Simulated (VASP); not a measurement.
OSZICAR of a VASP run on Ni3Si (L1_2):

File OSZICAR:
```
       N       E                     dE             d eps       ncg     rms          rms(c)
DAV:   1     0.180244510867E+03    0.18024E+03   -0.13415E+04   420   0.177E+03
DAV:   2    -0.173581811914E+02   -0.19760E+03   -0.19019E+03   420   0.345E+02
DAV:   3    -0.271815565316E+02   -0.98234E+01   -0.93804E+01   445   0.102E+02
DAV:   4    -0.274086199125E+02   -0.22706E+00   -0.22609E+00   496   0.133E+01
DAV:   5    -0.274179598790E+02   -0.93400E-02   -0.93380E-02   493   0.261E+00    0.194E+01
DAV:   6    -0.272434027868E+02    0.17456E+00   -0.55839E+01   484   0.122E+02    0.170E+01
DAV:   7    -0.237437700773E+02    0.34996E+01   -0.15631E+01   468   0.671E+01    0.408E+00
DAV:   8    -0.237060771623E+02    0.37693E-01   -0.71897E-01   438   0.642E+00    0.145E+00
DAV:   9    -0.236874291587E+02    0.18648E-01   -0.36867E-02   581   0.272E+00    0.577E-01
DAV:  10    -0.236849749938E+02    0.24542E-02   -0.34991E-03   585   0.472E-01    0.231E-01
DAV:  11    -0.236845996020E+02    0.37539E-03   -0.69293E-04   614   0.308E-01    0.539E-02
DAV:  12    -0.236845938154E+02    0.57866E-05   -0.10340E-04   430   0.113E-01    0.165E-02
DAV:  13    -0.236845921298E+02    0.16856E-05   -0.78975E-06   447   0.186E-02    0.980E-03
DAV:  14    -0.236845917909E+02    0.33897E-06   -0.79822E-07   230   0.129E-02
   1 F= -.23684592E+02 E0= -.23684134E+02  d E =-.137484E-02
```

Problem. Which electronic solver shows in the log?

Solution. It is blocked Davidson (ALGO = Normal, or the opening steps of other solvers). The INCAR had ALGO = Normal.

Problem. How was spin treated?

Solution. Without spin polarisation: there is no mag entry.

Problem. Can the final energy be trusted as converged?

Solution. Self-consistency was reached. It stopped with EDIFF = 1E-6, NELM = 100 (PBE GGA, plane waves, VASP's PBE PAW potentials (set 64)).

The compound is Ni3Si in the L1_2 structure. The cell was not relaxed at this level. The run is one of a series of settings (KGAMMA = .TRUE., KSPACING = 0.4, KPOINTS file removed against the base run), some of them coarse on purpose. The run is not spin-polarised, so no magnetic state was tried.
